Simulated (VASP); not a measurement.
# Adsorption sites of N on Rh(100), part 7 of 7

Aim: adsorption energies of N on the high-symmetry sites of Rh(100), at a coverage of 1/4.

VASP 6.6.1, plane waves and PAW; the level of theory is named at each step.

So far. Step 9 (Potential and states with the adsorbate, site hollow): The vacuum level lies 5.19 eV above the Fermi level at the upper face; the two faces differ by 0.28 eV, the step that the slab's dipole of 0.045 e·Å makes. Step 10 (Relaxing the adsorbate, site bridge): The run ended after 16 ionic steps, 0.524 eV below its first step, once the forces on the free atoms met EDIFFG = -0.03.

## (11) Potential and states with the adsorbate, site bridge

Level of this step: RPBE, no spin polarisation; plane waves and PAW (Rh, N) (VASP).

Contents of INCAR:

```
SYSTEM = Rh16N
PREC = Normal
ENCUT = 440
EDIFF = 1E-06
NELM = 120
ISMEAR = 1
SIGMA = 0.15
LREAL = Auto
ALGO = Fast
GGA = RP
NBANDS = 92
LASPH = .TRUE.
LORBIT = 11
LWAVE = .FALSE.
LCHARG = .FALSE.
KPAR = 2
NCORE = 2
IDIPOL = 3
LDIPOL = .TRUE.
DIPOL = 0.5 0.5 0.512
LVHAR = .TRUE.
LVACPOTAV = .TRUE.
NEDOS = 1500
```

Contents of POSCAR:

```
Rh16N
1.0
    5.4415035991      0.0000000000      0.0000000000
    0.0000000000      5.4415035991      0.0000000000
    0.0000000000      0.0000000000     20.7715861422
Rh N
16 1
Selective dynamics
Direct
    0.2500000000      0.2500000000      0.3610701600  F F F
    0.7500000000      0.2500000000      0.3610701600  F F F
    0.2500000000      0.7500000000      0.3610701600  F F F
    0.7500000000      0.7500000000      0.3610701600  F F F
    0.0000000000      0.0000000000      0.4536900500  F F F
    0.5000000000      0.0000000000      0.4536900500  F F F
    0.0000000000      0.5000000000      0.4536900500  F F F
    0.5000000000      0.5000000000      0.4536900500  F F F
    0.2500000000      0.2529738186      0.5453653605  T T T
    0.7500000000      0.2455027754      0.5459748106  T T T
    0.2500000000      0.7470261814      0.5453653605  T T T
    0.7500000000      0.7544972246      0.5459748106  T T T
    0.9941953443      0.0000000000      0.6441401318  T T T
    0.5058046557      0.0000000000      0.6441401318  T T T
    0.9964080193      0.5000000000      0.6335657543  T T T
    0.5035919807      0.5000000000      0.6335657543  T T T
    0.2500000000      0.0000000000      0.6997353700  T T T
```

Contents of KPOINTS:

```
Automatic mesh
0
Gamma
4 4 1
0 0 0
```

PAW data sets: Rh and N (PBE family, release 64).

Command:

```console
mpirun -np 4 vasp_std
```

The program printed:

```text
[... set-up lines as in an earlier step ...]
 entering main loop
       N       E                     dE             d eps       ncg     rms          rms(c)
DAV:   1     0.880590573937E+03    0.88059E+03   -0.60890E+04  1656   0.122E+03
DAV:   2    -0.483134032285E+02   -0.92890E+03   -0.87490E+03  1808   0.282E+02
DAV:   3    -0.110067911746E+03   -0.61755E+02   -0.56030E+02  2304   0.638E+01
DAV:   4    -0.113976728657E+03   -0.39088E+01   -0.36786E+01  2208   0.147E+01
[...]
RMM:  30    -0.105994210063E+03   -0.65339E-05   -0.64434E-07   773   0.135E-03    0.976E-04
RMM:  31    -0.105994212287E+03   -0.22237E-05   -0.29940E-07   596   0.104E-03    0.567E-04
RMM:  32    -0.105994212879E+03   -0.59199E-06   -0.13990E-07   418   0.847E-04
 [... a notice as in an earlier step ...]

   1 F= -.10599421E+03 E0= -.10598910E+03  d E =-.153361E-01
```

The job ended after 1.9 min (4 MPI ranks of Intel Xeon 6975P-C (Granite Rapids), shared host; peak memory 1.1 GiB).

Parts of OUTCAR (step 11):

```text
  Total       -9.0690958     -8.0520619     -3.3393979      0.0000000      0.0000000      0.0000000
  in kB      -23.6247419    -20.9753966     -8.6990385      0.0000000      0.0000000      0.0000000
  external PRESSURE =     -17.7663923 kB  Pullay stress =       0.0000000 kB

 POSITION                                       TOTAL-FORCE (eV/Angst)
 -----------------------------------------------------------------------------------
      1.36038      1.36038      7.50000         0.000000      0.000521      0.439893
      4.08113      1.36038      7.50000         0.000000      0.011904      0.451360
      1.36038      4.08113      7.50000         0.000000     -0.000521      0.439893
      4.08113      4.08113      7.50000         0.000000     -0.011904      0.451360
      0.00000      0.00000      9.42386         0.016608      0.000000     -0.307186
      2.72075      0.00000      9.42386        -0.016608      0.000000     -0.307186
      0.00000      2.72075      9.42386        -0.007471      0.000000     -0.648074
      2.72075      2.72075      9.42386         0.007471      0.000000     -0.648074
      1.36038      1.37656     11.32810         0.000000     -0.017686      0.014513
      4.08113      1.33590     11.34076         0.000000     -0.003456      0.017629
      1.36038      4.06495     11.32810         0.000000      0.017686      0.014513
      4.08113      4.10560     11.34076         0.000000      0.003456      0.017629
      5.40992      0.00000     13.37981         0.001504      0.000000      0.028309
      2.75234      0.00000     13.37981        -0.001504      0.000000      0.028309
[...]
-----------------------------------------------------------------------------------
    total drift:                                0.000000      0.000000      0.025124

  FREE ENERGIE OF THE ION-ELECTRON SYSTEM (eV)
  ---------------------------------------------------
  free  energy   TOTEN  =      -105.9942128787 eV

  energy  without entropy=     -105.9788767475  energy(sigma->0) =     -105.98910083

[... 2 parts as in an earlier step ...]

[... 1 further part left out ...]
[key lines of the parts left out:]
E-fermi :   1.0728
```

Zero at the Fermi level. Table of planar average of the electrostatic potential by height:

height (Å), planar average of the electrostatic potential (eV) and a bar from the least value:
```
      0.0        5.3 ##############################
      0.5        4.9 #############################
      1.0        4.9 #############################
      1.5        4.9 #############################
      2.0        4.9 #############################
      2.5        4.9 #############################
      3.0        4.9 #############################
      3.5        4.9 #############################
      4.0        4.9 #############################
      4.5        4.8 #############################
      5.0        4.8 #############################
      5.5        4.6 #############################
      6.0        3.9 ############################
      6.5        1.0 ########################
      7.0      -10.5 #########
      7.5      -17.5 
      8.0      -10.9 #########
      8.5       -3.1 ###################
      9.0      -13.0 ######
      9.5      -17.7 
     10.0       -9.6 ##########
     10.5       -4.2 #################
     11.0      -14.8 ####
     11.5      -17.1 #
     12.0       -7.4 #############
     12.5       -5.1 ################
     13.0      -15.4 ###
     13.5      -15.8 ##
     14.0       -5.7 ################
     14.5        0.5 ########################
     15.0        3.4 ###########################
     15.5        5.0 ##############################
     16.0        5.3 ##############################
     16.5        5.4 ##############################
     17.0        5.4 ##############################
     17.5        5.4 ##############################
     18.0        5.4 ##############################
     18.5        5.4 ##############################
     19.0        5.4 ##############################
     19.5        5.4 ##############################
     20.0        5.4 ##############################
     20.5        5.4 ##############################
```

The map of layer states is cut here 0.5 eV above the Fermi level, so it leaves out the states above that.

At the end the adsorbate's closest contact with the slab is N-Rh at 1.81 Å, 1.39 Å to the side of the slab's atom, and its lowest atom lies 1.15 Å above the highest atom of the slab.

The vacuum level lies 5.38 eV above the Fermi level at the upper face; the two faces differ by 0.51 eV, the step that the slab's dipole of 0.084 e·Å makes.

VASP counts the dipole in electrons times Å, so a positive number points the physical dipole along −c.

The program found no field-free point at its default tolerance, but its printed level agrees with the flat part of the planar average.

On this mesh the fine structure of the density of states is sampling noise, and high empty states may be cut by the number of bands.

## (12) The sites side by side

This step: adsorption sites, RPBE; plane waves and PAW (VASP 6.6.1).

No new run; the numbers come from the runs before.

The site's symmetry is kept, so a site may be a saddle point. All sites:

```csv
site,adsorption energy (eV),height over the top layer (Å),shortest distance to the metal (Å),bond in the molecule (Å),change of the work function (eV),sideways move (Å)
ontop,1.35,1.871,1.658,-,0.6255,0
hollow,-0.3567,0.7022,2.036,-,0.2967,0
bridge,0.1674,1.265,1.809,-,0.4781,0
```

Each adsorption energy is the energy with the adsorbate less the clean slab (-98.027 eV) and the reference (-8.129 eV, half of N2).

## (13) Summary of results

```yaml
ontop_start: 1.35 eV
hollow_start: -0.36 eV
bridge_start: 0.17 eV
```

What this shows: Among the starts that kept their site, N is lowest at the hollow site of Rh(100), at -0.36 eV against half of N2; bridge lies 0.52 eV higher and ontop lies 1.71 eV higher. At that site the work function rises by 0.30 eV from 4.90 eV. Symmetry was kept, so any start that stayed on its site may sit on a saddle point. The slab is thin, and zero-point and thermal parts are left out.

[Lines on the potential files, build, host, timing and source positions are cut from VASP's logs without a mark.]

[Logs are printed without paths, hosts, clocks, repeated set-up lines and the standing remarks that a program may print on its own settings, such as how far it seeks lower states.]

[Hosts, paths, dates, database ids (printed as entryN), source tags and the programs' standing remarks are cut or masked in the printed files.]

[Runs that stopped without an error message from VASP are left out.]
